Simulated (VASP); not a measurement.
HfTaB₂ (space group Amm2): computed properties

These are PBEsol GGA, VASP's PBE PAW potentials (set 64) (plane waves; VASP) values and carry that method's errors.

```yaml
space_group: Amm2 (38)
cell: a = 3.1522 Å, b = 3.3602 Å, c = 8.9314 Å, α = 90.00°, β = 90.00°, γ = 90.00°
volume_per_atom: 11.83 Å³/atom
band gap (over mesh and band path): none (metal, semimetal or under 0.01 eV)
density: 13.38 g/cm³
```

```cif
data_B2HfTa
_chemical_formula_sum 'Hf1 Ta1 B2'
_space_group_name_H-M_alt 'P 1'
_space_group_IT_number 1
_cell_length_a 3.15218
_cell_length_b 4.77130
_cell_length_c 4.77130
_cell_angle_alpha 41.235
_cell_angle_beta 90.000
_cell_angle_gamma 90.000
loop_
_space_group_symop_operation_xyz
  'x, y, z'
loop_
_atom_site_label
_atom_site_type_symbol
_atom_site_fract_x
_atom_site_fract_y
_atom_site_fract_z
_atom_site_occupancy
Hf1 Hf 0.50000 0.85345 0.85345 1
Ta1 Ta 0.00000 0.14204 0.14204 1
B1 B 0.50000 0.56095 0.56095 1
B2 B 0.00000 0.44822 0.44822 1
```

Unless said otherwise, spin-orbit coupling is left out, though it shifts the bands of the heavy elements here.

The structure comes from a computed database's HfTaB2 entry (Amm2); how it stands against other phases isn't given here. It was relaxed first. Symmetry was kept, so distortions that lower it aren't found. The electron count is odd and the run is not spin-polarised, which forces a metal.
